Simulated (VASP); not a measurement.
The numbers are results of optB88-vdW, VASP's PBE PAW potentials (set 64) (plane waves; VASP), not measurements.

The input files of a VASP run:

**POSCAR**
```
C
1
   -0.0000000000     1.7882178768     1.7882178768
    1.7882178768    -0.0000000000     1.7882178768
    1.7882178768     1.7882178768     0.0000000000
C
2
Direct
  0.0000000000   0.0000000000   0.0000000000
  0.2500000000   0.2500000000   0.2500000000
```

INCAR:
```
SYSTEM = C
PREC = Accurate; ENCUT = 520; LREAL = .FALSE.
LASPH = .TRUE.; ICHARG = 11
EDIFF = 1E-7; NELM = 100; ALGO = Normal
ISMEAR = 0; SIGMA = 0.05
GGA = BO; LUSE_VDW = .TRUE.; AGGAC = 0.0
PARAM1 = 0.1833333333; PARAM2 = 0.22
LWAVE = .FALSE.; LCHARG = .FALSE.; LORBIT = 11
```

File KPOINTS:
```
k-points along high-symmetry lines
15
Line-mode
Reciprocal
  0.000000   0.000000   0.000000 ! GAMMA
  0.500000   0.000000   0.500000 ! X

  0.500000   0.000000   0.500000 ! X
  0.625000   0.250000   0.625000 ! U

  0.375000   0.375000   0.750000 ! K
  0.000000   0.000000   0.000000 ! GAMMA

  0.000000   0.000000   0.000000 ! GAMMA
  0.500000   0.500000   0.500000 ! L

  0.500000   0.500000   0.500000 ! L
  0.500000   0.250000   0.750000 ! W

  0.500000   0.250000   0.750000 ! W
  0.500000   0.000000   0.500000 ! X
```

POTCAR, in this order: C (PBE.64 set). Program: vasp_std. Read from the step before: CHGCAR.

Output

File OUTCAR:
```
 ion  position               nearest neighbor table
   1  0.000  0.000  0.000-   2 1.55   2 1.55   2 1.55   2 1.55
   2  0.250  0.250  0.250-   1 1.55   1 1.55   1 1.55   1 1.55
  LATTYP: Found a face centered cubic cell.
 ALAT       =     3.5764357536
 Subroutine PRICEL returns:
 Original cell was already a primitive cell.
 Subroutine GETGRP returns: Found 48 space group operations
The static configuration has the point symmetry T_d .
 The point group associated with its full space group is O_h .
The dynamic configuration has the point symmetry T_d .
 Subroutine INISYM returns: Found 48 space group operations
   k-points           NKPTS =     90   k-points in BZ     NKDIM =     90   number of bands    NBANDS=      8
   number of dos      NEDOS =    301   number of ions     NIONS =      2
   total plane-waves  NPLWV =   8000
   dimension x,y,z NGX =    20 NGY =   20 NGZ =   20
   dimension x,y,z NGXF=    40 NGYF=   40 NGZF=   40
   ions per type =               2
   PREC   = accura    normal or accurate (medium, high low for compatibility)
   ISTART =      0    job   : 0-new  1-cont  2-samecut
   ICHARG =     11    charge: 1-file 2-atom 10-const
   ISPIN  =      1    spin polarized calculation?
   LNONCOLLINEAR =      F non collinear calculations
   LSORBIT =      F    spin-orbit coupling
   INIWAV =      1    electr: 0-lowe 1-rand  2-diag
   ENCUT  =  520.0 eV  38.22 Ry    6.18 a.u.   4.70  4.70  4.70*2*pi/ulx,y,z
   NELM   =    100;   NELMIN=  2; NELMDL= -5     # of ELM steps
   EDIFF  = 0.1E-06   stopping-criterion for ELM
   LREAL  =      F    real-space projection
   NLSPLINE    = F    spline interpolate recip. space projectors
   LMAXMIX     =    2 max onsite mixed and CHGCAR
   VOSKOWN=      0    Vosko Wilk Nusair interpolation
   EDIFFG = 0.1E-05   stopping-criterion for IOM
   NSW    =      0    number of steps for IOM
   NBLOCK =      1;   KBLOCK =      1    inner block; outer block
   IBRION =     -1    ionic relax: 0-MD 1-quasi-New 2-CG
   NFREE  =      0    steps in history (QN), initial steepest desc. (CG)
   ISIF   =      2    stress and relaxation
   ISYM   =      2    0-nonsym 1-usesym 2-fastsym
   TEIN   =    0.0    initial temperature
...
```

File OSZICAR:
```
       N       E                     dE             d eps       ncg     rms          rms(c)
DAV:   1     0.626897321600E+01    0.62690E+01   -0.50635E+03  1456   0.980E+02
DAV:   2    -0.131930196034E+02   -0.19462E+02   -0.17109E+02  2272   0.108E+02
DAV:   3    -0.133160292086E+02   -0.12301E+00   -0.12301E+00  1616   0.116E+01
DAV:   4    -0.133161777953E+02   -0.14859E-03   -0.14859E-03  2032   0.422E-01
DAV:   5    -0.133161779506E+02   -0.15537E-06   -0.15537E-06  1544   0.793E-03
DAV:   6    -0.133161779509E+02   -0.27262E-09   -0.27255E-09  2048   0.296E-04
   1 F= -.13316178E+02 E0= -.13316178E+02  d E =-.970448E-12
```

OUTCAR:
```
 val. band max:        9.4305437153   @ k =   0.0000   0.0000   0.0000

 cond. band min:      13.7206936914   @ k =   0.3571   0.0000   0.3571



 k-point     1 :       0.0000    0.0000    0.0000
  band No.  band energies     occupation
      1     -11.7534      2.00000
      2       9.4305      2.00000
      3       9.4305      2.00000
      4       9.4305      2.00000
      5      15.0908      0.00000
      6      15.0908      0.00000
      7      15.0908      0.00000
      8      22.6507      0.00000

 k-point     2 :       0.0357    0.0000    0.0357
  band No.  band energies     occupation
      1     -11.7067      2.00000
      2       9.2426      2.00000
      3       9.2426      2.00000
      4       9.3160      2.00000
      5      15.0549      0.00000
      6      15.3186      0.00000
      7      15.3186      0.00000
      8      22.6881      0.00000

 k-point     3 :       0.0714    0.0000    0.0714
  band No.  band energies     occupation
      1     -11.5668      2.00000
      2       8.7552      2.00000
      3       8.7552      2.00000
      4       8.9819      2.00000
      5      14.9521      0.00000
      6      15.9249      0.00000
      7      15.9249      0.00000
      8      22.7629      0.00000

 k-point     4 :       0.1071    0.0000    0.1071
  band No.  band energies     occupation
      1     -11.3340      2.00000
      2       8.1074      2.00000
      3       8.1074      2.00000
      4       8.4535      2.00000
      5      14.7951      0.00000
      6      16.7691      0.00000
      7      16.7691      0.00000
      8      22.7617      0.00000

 k-point     5 :       0.1429    0.0000    0.1429
  band No.  band energies     occupation
      1     -11.0090      2.00000
      2       7.4015      2.00000
      3       7.4015      2.00000
      4       7.7619      2.00000
      5      14.6021      0.00000
      6      17.7453      0.00000
      7      17.7453      0.00000
      8      22.5101      0.00000
...
```

The density is held fixed in this step, so its total energy and stress have no physical meaning.

The compound is C in the diamond structure. It was relaxed first.
